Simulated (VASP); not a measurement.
Calculation: PBEsol GGA, VASP's PBE PAW potentials (set 64) (plane waves; VASP 6.6.1).

A VASP calculation is set up with these files.

KPOINTS:
```
Automatic mesh
0
Gamma
13 13 13
0 0 0
```

**POSCAR**
```
Bi
1
    3.2202493062     0.0000000000     0.0000000000
    0.0000000000     3.2202493062     0.0000000000
    0.0000000000     0.0000000000     3.2202493062
Bi
1
Direct
  0.0000000000   0.0000000000   0.0000000000
```

**INCAR**
```
# general
SYSTEM  = Bi
PREC    = Accurate
ENCUT   = 400
LREAL   = F
LASPH   = T   # aspherical one-centre terms

# electronic loop
EDIFF   = 1E-7   # SCF stop (eV)
NELM    = 100   # most electronic steps
ALGO    = Normal   # blocked Davidson
LMAXMIX = 4   # l cut-off of mixed one-centre charges

# smearing
ISMEAR  = -5

# functional
GGA     = PS   # PBEsol

# ions
ISIF    = 2   # forces and stress, cell fixed

# output
LWAVE   = F
LCHARG  = T
LORBIT  = 11   # lm-projected
NEDOS   = 601
```

POTCAR, in this order: Bi_d (PBE.64 set). Program: vasp_std.

The run wrote:

File OSZICAR:
```
       N       E                     dE             d eps       ncg     rms          rms(c)
DAV:   1     0.947726392409E+02    0.94773E+02   -0.70824E+03  1867   0.127E+03
DAV:   2     0.657534163378E+00   -0.94115E+02   -0.92223E+02  1893   0.321E+02
DAV:   3    -0.416185826718E+01   -0.48194E+01   -0.47481E+01  2147   0.850E+01
DAV:   4    -0.427768942687E+01   -0.11583E+00   -0.11546E+00  2217   0.143E+01
DAV:   5    -0.428214056557E+01   -0.44511E-02   -0.44583E-02  2349   0.239E+00    0.601E-01
DAV:   6    -0.427778128991E+01    0.43593E-02   -0.84072E-03  2299   0.156E+00    0.343E-01
DAV:   7    -0.427662726913E+01    0.11540E-02   -0.50920E-03  2205   0.125E+00    0.817E-02
DAV:   8    -0.427659021565E+01    0.37053E-04   -0.49208E-04  2121   0.392E-01    0.719E-03
DAV:   9    -0.427658772778E+01    0.24879E-05   -0.15711E-05  2242   0.687E-02    0.434E-03
DAV:  10    -0.427658780457E+01   -0.76791E-07   -0.10754E-06  2182   0.112E-02    0.625E-04
DAV:  11    -0.427658783142E+01   -0.26850E-07   -0.11466E-07  1362   0.589E-03
   1 F= -.42765878E+01 E0= -.42765878E+01  d E =0.000000E+00
```

OUTCAR:
```
------------------------ aborting loop because EDIFF is reached ----------------------------------------
  FORCE on cell =-STRESS in cart. coord.  units (eV):
  Direction    XX          YY          ZZ          XY          YZ          ZX
  --------------------------------------------------------------------------------------
  Total       -0.0186878     -0.0186878     -0.0186878     -0.0000000     -0.0000000      0.0000000
  in kB       -0.8966036     -0.8966036     -0.8966036     -0.0000000     -0.0000000      0.0000000
  external PRESSURE =      -0.8966036 kB  Pullay stress =       0.0000000 kB
  volume of cell :       33.39
      direct lattice vectors                 reciprocal lattice vectors
     3.220249306  0.000000000  0.000000000     0.310534963  0.000000000  0.000000000
     0.000000000  3.220249306  0.000000000     0.000000000  0.310534963  0.000000000
     0.000000000  0.000000000  3.220249306     0.000000000  0.000000000  0.310534963
 POSITION                                       TOTAL-FORCE (eV/Angst)
 -----------------------------------------------------------------------------------
      0.00000      0.00000      0.00000         0.000000      0.000000      0.000000
 -----------------------------------------------------------------------------------
    total drift:                               -0.000000     -0.000000     -0.000000
  FREE ENERGIE OF THE ION-ELECTRON SYSTEM (eV)
  ---------------------------------------------------
  free  energy   TOTEN  =        -4.2765878314 eV

  energy  without entropy=       -4.2765878314  energy(sigma->0) =       -4.27658783

 total charge

# of ion       s       p       d       tot
------------------------------------------
    1        1.529   1.338   9.917  12.784
```
(Selected blocks of OUTCAR.)

### OUTCAR
```
 val. band max:        6.7271856344   @ k =   0.4615   0.3077   0.3077

 cond. band min:       6.5193334333   @ k =   0.3846   0.3077   0.3077


 Fermi energy:         6.7490059909

 k-point     1 :       0.0000    0.0000    0.0000
  band No.  band energies     occupation
      1     -16.1717      2.00000
      2     -16.1717      2.00000
      3     -15.8142      2.00000
      4     -15.8142      2.00000
      5     -15.8142      2.00000
      6      -6.5649      2.00000
      7       9.9684      0.00000
      8       9.9684      0.00000
      9       9.9684      0.00000
     10      13.1446      0.00000
     11      14.6665      0.00000

 k-point     2 :       0.0769    0.0000    0.0000
  band No.  band energies     occupation
      1     -16.1708      2.00000
      2     -16.1548      2.00000
      3     -15.8196      2.00000
      4     -15.8196      2.00000
      5     -15.8138      2.00000
      6      -6.4886      2.00000
      7       8.9293      0.00000
      8      10.0545      0.00000
      9      10.0545      0.00000
     10      13.5313      0.00000
     11      14.7241      0.00000

 k-point     3 :       0.1538    0.0000    0.0000
  band No.  band energies     occupation
      1     -16.1684      2.00000
      2     -16.1080      2.00000
      3     -15.8343      2.00000
      4     -15.8343      2.00000
      5     -15.8126      2.00000
      6      -6.2630      2.00000
      7       7.1162      0.44480
      8      10.3041      0.00000
      9      10.3041      0.00000
     10      13.8839      0.00000
     11      14.8979      0.00000

 k-point     4 :       0.2308    0.0000    0.0000
  band No.  band energies     occupation
      1     -16.1649      2.00000
      2     -16.0419      2.00000
      3     -15.8550      2.00000
      4     -15.8550      2.00000
      5     -15.8109      2.00000
      6      -5.9017      2.00000
      7       5.3083      2.11736
      8      10.6888      0.00000
      9      10.6888      0.00000
...
```

For a metal the tetrahedron method with Blöchl corrections gives inexact stress and forces. Unless said otherwise, spin-orbit coupling is left out, though it shifts the bands of the heavy elements here.

The structure was generated: Bi was put into the simple-cubic type (Pm-3m), which need not be its known phase. It was relaxed first, which changed the volume by -6 %.
